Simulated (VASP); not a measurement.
```xyz
4
Lattice="1.4356 0.8289 6.1170 -1.4356 0.8289 6.1170 0.0000 -1.6577 6.1170" Properties=species:S:1:pos:R:3 pbc="T T T"
Li     0.0000     0.0000     9.1755
Ag     0.0000     0.0000     0.0000
F      0.0000     0.0000     2.0248
F      0.0000     0.0000    16.3262
```

Method: LDA (Ceperley-Alder, Perdew-Zunger), VASP's LDA PAW potentials (set 64) (plane waves; VASP 6.6.1). Settings: 520 eV cut-off, 10×10×10 Γ-centred mesh, tetrahedra with Blöchl corrections, potentials Li_sv Ag F.

The cores are frozen, which limits the accuracy of field gradients.

**Question.** Give the principal components of the electric field gradient (V/Å²) and the asymmetry η at each nucleus.

**Answer.** 
```tsv
atom	Vxx	Vyy	Vzz	η
Li1	0.0	0.0	0.0	-
Ag2	60.1	60.1	-120.2	0.00
F3	-55.0	-55.0	110.0	0.00
F4	-55.0	-55.0	110.0	0.00
```

The structure comes from a computed database's LiAgF2 entry (R-3m); how it stands against other phases isn't given here. It was relaxed first, which changed the volume by -15 %.
